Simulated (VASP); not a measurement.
Output of a VASP run:

OSZICAR:
```
       N       E                     dE             d eps       ncg     rms          rms(c)
DAV:   1     0.107681658993E+03    0.10768E+03   -0.87543E+03   754   0.120E+03
DAV:   2    -0.183343473494E+01   -0.10952E+03   -0.10469E+03   854   0.286E+02
DAV:   3    -0.653260392419E+01   -0.46992E+01   -0.46878E+01   894   0.616E+01
DAV:   4    -0.655599832894E+01   -0.23394E-01   -0.23390E-01   834   0.439E+00
DAV:   5    -0.655614351493E+01   -0.14519E-03   -0.14519E-03   889   0.308E-01    0.627E+00
DAV:   6    -0.620098196540E+01    0.35516E+00   -0.71010E-01  1036   0.120E+01    0.494E+00
DAV:   7    -0.617820155800E+01    0.22780E-01   -0.14750E-01   799   0.306E+00    0.223E+00
DAV:   8    -0.617693349995E+01    0.12681E-02   -0.15223E-02   809   0.186E+00    0.221E-01
DAV:   9    -0.617679315191E+01    0.14035E-03   -0.20926E-03   864   0.716E-01    0.502E-02
DAV:  10    -0.617680551619E+01   -0.12364E-04   -0.21473E-04   799   0.226E-01    0.383E-02
DAV:  11    -0.617682948563E+01   -0.23969E-04   -0.47783E-05   784   0.625E-02    0.156E-02
DAV:  12    -0.617682859165E+01    0.89398E-06   -0.54728E-06   859   0.363E-02
   1 F= -.61768286E+01 E0= -.61768286E+01  d E =-.617683E+01
       N       E                     dE             d eps       ncg     rms          rms(c)
DAV:   1    -0.619584551667E+01   -0.19016E-01   -0.38508E-01   834   0.836E+00    0.102E+00
DAV:   2    -0.617925689116E+01    0.16589E-01   -0.41888E-02   804   0.326E+00    0.353E-01
DAV:   3    -0.617749366217E+01    0.17632E-02   -0.46628E-03   809   0.784E-01    0.303E-01
DAV:   4    -0.617728767243E+01    0.20599E-03   -0.32900E-04   774   0.175E-01    0.495E-02
DAV:   5    -0.617727403279E+01    0.13640E-04   -0.68596E-05   894   0.127E-01    0.152E-02
DAV:   6    -0.617727349445E+01    0.53835E-06   -0.11180E-05   809   0.483E-02    0.586E-03
DAV:   7    -0.617727380352E+01   -0.30907E-06   -0.74555E-07   532   0.717E-03
   2 F= -.61772738E+01 E0= -.61772738E+01  d E =-.445212E-03
       N       E                     dE             d eps       ncg     rms          rms(c)
DAV:   1    -0.617896966079E+01   -0.16962E-02   -0.33163E-02   839   0.244E+00    0.291E-01
DAV:   2    -0.617751474504E+01    0.14549E-02   -0.37282E-03   824   0.975E-01    0.995E-02
DAV:   3    -0.617736735444E+01    0.14739E-03   -0.40284E-04   799   0.227E-01    0.849E-02
DAV:   4    -0.617735509095E+01    0.12263E-04   -0.28712E-05   779   0.533E-02    0.133E-02
DAV:   5    -0.617735497351E+01    0.11744E-06   -0.54106E-06   734   0.359E-02
   3 F= -.61773550E+01 E0= -.61773550E+01  d E =-.526382E-03
```

### OUTCAR
```
------------------------ aborting loop because EDIFF is reached ----------------------------------------
  FORCE on cell =-STRESS in cart. coord.  units (eV):
  Direction    XX          YY          ZZ          XY          YZ          ZX
  --------------------------------------------------------------------------------------
  Total        0.0123855      0.0123855      0.0123855      0.0000000     -0.0000000      0.0000000
  in kB        0.3506603      0.3506603      0.3506603      0.0000000     -0.0000000      0.0000000
  external PRESSURE =       0.3506603 kB  Pullay stress =       0.0000000 kB
  volume of cell :       56.59
      direct lattice vectors                 reciprocal lattice vectors
     0.000000000  3.047207202  3.047207202    -0.164084674  0.164084674  0.164084674
     3.047207202 -0.000000000  3.047207202     0.164084674 -0.164084674  0.164084674
     3.047207202  3.047207202  0.000000000     0.164084674  0.164084674 -0.164084674
  FREE ENERGIE OF THE ION-ELECTRON SYSTEM (eV)
  ---------------------------------------------------
  free  energy   TOTEN  =        -6.1773549735 eV

  energy  without entropy=       -6.1773549735  energy(sigma->0) =       -6.17735497

 reached required accuracy - stopping structural energy minimisation
```
(Selected blocks of OUTCAR.)

File POSCAR:
```
CdSe
1
   -0.0000000000     3.0396860784     3.0396860784
    3.0396860784     0.0000000000     3.0396860784
    3.0396860784     3.0396860784    -0.0000000000
Cd Se
1 1
Direct
  0.0000000000   0.0000000000   0.0000000000
  0.2500000000   0.2500000000   0.2500000000
```

Q: Reconstruct the remaining input files.

A: Several could match; the one computed here: the input of the run itself, PBEsol GGA, plane waves, VASP's PBE PAW potentials (set 64).

**INCAR**
```
ALGO  =  Normal
EDIFF  =  1E-6
EDIFFG  =  -0.02
ENCUT  =  500
GGA  =  PS
IBRION  =  2
ISIF  =  3
ISMEAR  =  0
LASPH  =  .TRUE.
LCHARG  =  .FALSE.
LMAXMIX  =  4
LREAL  =  .FALSE.
LWAVE  =  .FALSE.
NELM  =  100
NSW  =  40
PREC  =  Accurate
SIGMA  =  0.05
SYSTEM  =  CdSe
```

KPOINTS:
```
Automatic mesh
0
Gamma
8 8 8
0 0 0
```

POTCAR, in this order: Cd Se (PBE.64 set). Program: vasp_std.

The compound is CdSe in the zinc blende structure, whereas wurtzite is the usual form. This run relaxes it. Symmetry was kept, so distortions that lower it aren't found.
